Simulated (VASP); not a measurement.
VASP ran on this input.

KPOINTS:
```
Automatic mesh
0
Gamma
12 12 7
0 0 0
```

POSCAR:
```
Lu
1
    1.6999985253    -2.9444839015     0.0000000000
    1.6999985253     2.9444839015     0.0000000000
    0.0000000000     0.0000000000     5.2941546378
Lu
2
Direct
  0.3333330000   0.6666670000   0.2500000000
  0.6666670000   0.3333330000   0.7500000000
```

### INCAR
```
# general
SYSTEM  =Lu
PREC    =Accurate
ENCUT   =520
LREAL   =F
LASPH   =T

# electronic loop
EDIFF   =1E-7
NELM    =100
ALGO    =Normal
LMAXMIX =6

# smearing
ISMEAR  =1
SIGMA   =0.1

# functional
GGA     =MK
LUSE_VDW=T
AGGAC   =0.0
PARAM1  =0.1234
PARAM2  =1.0

# ions
IBRION  =2
NSW     =30
ISIF    =4
EDIFFG  =-0.01

# output
LWAVE   =F
LCHARG  =F
```

POTCAR, in this order: Lu_3 (PBE.64 set). Program: vasp_std.

Q: Write an equivalent input for Quantum ESPRESSO's pw.x.

A: One equivalent input (not run):
```
&CONTROL
  calculation = 'vc-relax'
  pseudo_dir = './pseudo'
  outdir = './out'
  tprnfor = .true.
  tstress = .true.
  nstep = 30
  forc_conv_thr = 0.00039
/
&SYSTEM
  ibrav = 0
  nat = 2
  ntyp = 1
  ecutwfc = 100
  occupations = 'smearing'
  smearing = 'methfessel-paxton'
  degauss = 0.00735
  input_dft = 'vdw-df-ob86'
/
&ELECTRONS
  conv_thr = 7.3e-09
  electron_maxstep = 100
/
&IONS
/
&CELL
  cell_dofree = 'shape'
/
ATOMIC_SPECIES
  Lu 174.967 Lu.upf
CELL_PARAMETERS angstrom
     1.6999985   -2.9444839    0.0000000
     1.6999985    2.9444839    0.0000000
     0.0000000    0.0000000    5.2941546
ATOMIC_POSITIONS crystal
  Lu   0.3333330  0.6666670  0.2500000
  Lu   0.6666670  0.3333330  0.7500000
K_POINTS automatic
  12 12 7 0 0 0
```
The two are equivalent in intent, not identical: the potentials are each code's own (VASP's PAW set, PseudoDojo norm-conserving files in pw.x), so ENCUT and ecutwfc are chosen apart and not converted; conv_thr bounds pw.x's estimated SCF error, while EDIFF bounds the energy change between steps; forc_conv_thr acts on force components and is met together with etot_conv_thr.

The compound is Lu in the hcp structure. This cell is one point of a volume scan, at 0.94 of the reference volume. Symmetry was kept, so distortions that lower it aren't found.
